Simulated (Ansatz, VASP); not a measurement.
# Ga32Sb19P13 (GaP0.40Sb0.60, zinc blende) in two plane-wave programs, part 2 of 2

Aim: how closely do two programs agree when they are given the same cell, functional and k mesh? The cell is invented: As first built, before any earlier steps moved the atoms (in the runner's words): 2x2x2 conventional cells of the GaSb type (64 atoms: 13 P, 32 Ga, 19 Sb); Sb/P share their sites, the best of 600 random draws by like-pair counts in two shells; start lattice by linear mixing of the end members' cells; atoms moved at random by 0.02 A. It may not be a known or stable phase. The structure shown is the end of the Ansatz relaxation below.

VASP 6.6.1 and Ansatz 0.2.0.

So far: Set-up; Ansatz: relaxation, PBE.

## (3) VASP: single point, PBE

Level of this step: PBE; plane waves and PAW (P, Ga_d, Sb); invented cell (VASP).

The same cell, functional, mesh and smearing now go to VASP, with its own data sets.

Lines of VASP's logs that name or quote its potential files are left out, and so is its time.

INCAR reads:

```
SYSTEM = Ga32Sb19P13
PREC = Accurate
ENCUT = 400
EDIFF = 1E-06
NELM = 120
ISMEAR = -1
SIGMA = 0.01
LREAL = Auto
ALGO = Normal
GGA = PE
NBANDS = 336
LORBIT = 11
LWAVE = .FALSE.
LCHARG = .FALSE.
ISIF = 2
ISYM = 0
LASPH = .TRUE.
GGA_COMPAT = .FALSE.
EFERMI = MIDGAP
KPAR = 4
```

POSCAR reads:

```
Ga32Sb19P13
1.0
   11.8450530000      0.0001310000      0.0014650000
    0.0001310000     11.8479310000     -0.0022340000
    0.0014650000     -0.0022340000     11.8479720000
P Ga Sb
13 32 19
Direct
    0.1284500000      0.1247100000      0.3785900000
    0.1291900000      0.3782100000      0.1253700000
    0.1283100000      0.3713800000      0.6244000000
    0.3700100000      0.1212200000      0.6263900000
    0.3632900000      0.3746700000      0.8714600000
    0.1293900000      0.6246000000      0.3718100000
    0.1291900000      0.8712500000      0.1248800000
    0.3666700000      0.8781400000      0.3789400000
    0.1288000000      0.6248700000      0.8780200000
    0.3705200000      0.8750900000      0.8703500000
    0.8806300000      0.1212900000      0.6248200000
    0.6215600000      0.8826600000      0.6292500000
    0.8808800000      0.8741300000      0.8721500000
    0.0041200000      0.9808500000      0.9997500000
    0.0243600000      0.2489000000      0.2486200000
    0.2399200000      0.9931400000      0.2592800000
    0.2466600000      0.2674800000      0.0014600000
    0.0019900000      0.0182200000      0.4997100000
    0.0016100000      0.2475200000      0.7305700000
    0.2665200000      0.9995500000      0.7496500000
    0.2430000000      0.2373800000      0.5104200000
    0.0215900000      0.4993600000      0.0001900000
    0.0202400000      0.7493700000      0.2515000000
    0.2330400000      0.5008000000      0.2489400000
    0.2438300000      0.7580900000      0.9894100000
    0.0226200000      0.5027600000      0.5006700000
    0.0041800000      0.7475500000      0.7679800000
    0.2391000000      0.4935100000      0.7565000000
    0.2475500000      0.7481600000      0.4825500000
    0.4861900000      0.9895700000      0.9888100000
    0.4979500000      0.2468400000      0.2523700000
    0.7503400000      0.9994500000      0.2493600000
    0.7542400000      0.2462000000      0.9965300000
    0.4878300000      0.9937800000      0.5109300000
    0.4763700000      0.2478900000      0.7487100000
    0.7617300000      0.9938700000      0.7412100000
    0.7615700000      0.2375500000      0.5119300000
    0.4858800000      0.4935400000      0.9865000000
    0.4858000000      0.7619200000      0.2588700000
    0.7531900000      0.5036400000      0.2501200000
    0.7618200000      0.7587900000      0.9904500000
    0.4971800000      0.4984000000      0.5015100000
    0.4978300000      0.7696800000      0.7494600000
    0.7500700000      0.5000000000      0.7495200000
    0.7415400000      0.7635100000      0.5136200000
    0.3662600000      0.1222200000      0.1240400000
    0.3637000000      0.3717600000      0.3776400000
    0.1275300000      0.1244600000      0.8724600000
    0.3660700000      0.6277400000      0.1225700000
    0.1270400000      0.8767400000      0.6248400000
    0.3691300000      0.6284700000      0.6276200000
    0.6229900000      0.1192700000      0.3836300000
    0.6223500000      0.3753300000      0.1206800000
    0.8857900000      0.1216300000      0.1251900000
    0.8863600000      0.3720900000      0.3778400000
    0.6210600000      0.1201300000      0.8672700000
    0.6217600000      0.3676700000      0.6281700000
    0.8852600000      0.3749600000      0.8714200000
    0.6220100000      0.6324800000      0.3788000000
    0.6214200000      0.8746400000      0.1211000000
    0.8868500000      0.6279700000      0.1217900000
    0.8811100000      0.8766400000      0.3779600000
    0.6219100000      0.6312000000      0.8717900000
    0.8812600000      0.6278800000      0.6266500000
```

KPOINTS reads:

```
Points of the shifted mesh
8
Reciprocal
 0.2500000000  0.2500000000  0.2500000000 1
 0.2500000000  0.2500000000  0.7500000000 1
 0.2500000000  0.7500000000  0.2500000000 1
 0.2500000000  0.7500000000  0.7500000000 1
 0.7500000000  0.2500000000  0.2500000000 1
 0.7500000000  0.2500000000  0.7500000000 1
 0.7500000000  0.7500000000  0.2500000000 1
 0.7500000000  0.7500000000  0.7500000000 1
```

The projector-augmented-wave data sets are P, Ga_d and Sb (PBE family, release 64).

Run with:

```
$ mpirun -np 8 vasp_std
```

Numbers of over 12 decimals in the logs are rounded to 6 here.

What it wrote:

```text
[banner, memory and clock lines left out]
running    8 mpi-ranks, on    1 nodes
[...]
|                                                                             |
|           W    W    AA    RRRRR   N    N  II  N    N   GGGG   !!!           |
|           W    W   A  A   R    R  NN   N  II  NN   N  G    G  !!!           |
|           W    W  A    A  R    R  N N  N  II  N N  N  G       !!!           |
|           W WW W  AAAAAA  RRRRR   N  N N  II  N  N N  G  GGG   !            |
|           WW  WW  A    A  R   R   N   NN  II  N   NN  G    G                |
|           W    W  A    A  R    R  N    N  II  N    N   GGGG   !!!           |
|                                                                             |
|     For optimal performance we recommend to set                             |
|       NCORE = 2 up to number-of-cores-per-socket                            |
|     NCORE specifies how many cores store one orbital (NPAR=cpu/NCORE).      |
|     This setting can greatly improve the performance of VASP for DFT.       |
|     The default, NCORE=1 might be grossly inefficient on modern             |
|     multi-core architectures or massively parallel machines. Do your        |
|     Unfortunately you need to use the default for GW and RPA                |
|     calculations (for HF NCORE is supported but not extensively tested      |
|     yet).                                                                   |
|                                                                             |

 LDA part: xc-table for (Slater+PW92), standard interpolation
 POSCAR, INCAR and KPOINTS ok, starting setup
[...]
entering main loop
       N       E                     dE             d eps       ncg     rms          rms(c)
DAV:   1     0.605816291081E+04    0.60582E+04   -0.19758E+05  5376   0.195E+03
DAV:   2     0.960941180211E+03   -0.50972E+04   -0.49937E+04  5928   0.549E+02
DAV:   3    -0.108701114950E+03   -0.10696E+04   -0.97618E+03  6144   0.191E+02
DAV:   4    -0.252330051425E+03   -0.14363E+03   -0.14020E+03  6728   0.618E+01
[...]
DAV:  16    -0.255091195237E+03   -0.11092E-04   -0.96456E-05  7768   0.335E-02    0.457E-03
DAV:  17    -0.255091196388E+03   -0.11517E-05   -0.94066E-06  5528   0.161E-02    0.226E-03
DAV:  18    -0.255091196870E+03   -0.48193E-06   -0.19338E-06  3488   0.746E-03
   1 F= -.25509120E+03 E0= -.25509120E+03  d E =-.294244E-14
```

OUTCAR, selected parts (step 3):

```text
  Total       -1.1402946     -1.5087992     -1.5358468      0.0080237      0.1872861     -0.0421753
  in kB       -1.0987632     -1.4538464     -1.4799088      0.0077314      0.1804649     -0.0406392
  external PRESSURE =      -1.3441728 kB  Pullay stress =       0.0000000 kB

 POSITION                                       TOTAL-FORCE (eV/Angst)
 -----------------------------------------------------------------------------------
      1.52207      1.47673      4.48543        -0.006326      0.001931      0.018794
      1.53050      4.48074      1.48472        -0.004648      0.002852      0.005652
      1.52080      4.39871      7.39723        -0.009422     -0.016612     -0.003282
      4.38372      1.43486      7.42172        -0.000887     -0.010112      0.011927
      4.30452      4.43717     10.32473        -0.010441     -0.007163      0.008783
      1.53326      7.39940      4.40399        -0.008646      0.000330     -0.010064
      1.53056     10.32225      1.47782        -0.000363     -0.003057      0.002605
      4.34390     10.40334      4.48825        -0.016890     -0.013334      0.008620
      1.52701      7.40147     10.40155         0.002979      0.003867     -0.000517
      4.39022     10.36611     10.31047         0.017845      0.005003     -0.012693
     10.43204      1.43576      7.40387         0.018881      0.003666     -0.002889
      7.36345     10.45637      7.45428         0.000522      0.001996      0.006026
     10.43546     10.35480     10.33255         0.017719      0.002881     -0.009774
      0.05039     11.61881     11.84282        -0.010161     -0.000979     -0.006266
[...]
-----------------------------------------------------------------------------------
    total drift:                                0.019582     -0.002866     -0.030071

  FREE ENERGIE OF THE ION-ELECTRON SYSTEM (eV)
  ---------------------------------------------------
  free  energy   TOTEN  =      -255.0911968704 eV

  energy  without entropy=     -255.0911968704  energy(sigma->0) =     -255.09119687

[... 2 further parts left out ...]
```

The run ends at a pressure of -0.13 GPa, with forces up to 0.023 eV/Å.

## (4) Side by side

Known differences besides the potentials themselves: the data sets hold 766 valence electrons in Ansatz (on its default PAW (the set named soft_2) files) and 576 in VASP; the cutoff is 420 eV in Ansatz and 400 eV in VASP (PREC = Accurate, projectors in real space). Total energies have different zeros and are not compared.

Both answers:

```csv
quantity,Ansatz,VASP,difference
gap on the k mesh (eV),0.659,0.651,+0.007
```

A gap on the mesh is an upper bound, since the band edges may lie between its points.

## (5) Summary of results

```yaml
difference_in_gap_on_the_k_mesh_single_point_pbe: 0.0072 eV
```

**Reading.** The difference in gap on the k mesh is 0.0072 eV (single point, PBE), within the 0.08 eV picked in this series as the mark of a large difference. The data sets hold unlike numbers of valence electrons (766 in Ansatz and 576 in VASP), so part of the differences comes from the potentials. How closely two codes agree says nothing of how well the functional describes the real material.

[Lines on the potential files, build, host, timing and source positions are cut from VASP's logs without a mark.]

[Logs are printed without paths, hosts, clocks, repeated set-up lines and the standing remarks that a program may print on its own settings, such as how far it seeks lower states.]

[Hosts, paths, dates, database ids (printed as entryN), source tags and the programs' standing remarks are cut or masked in the printed files.]
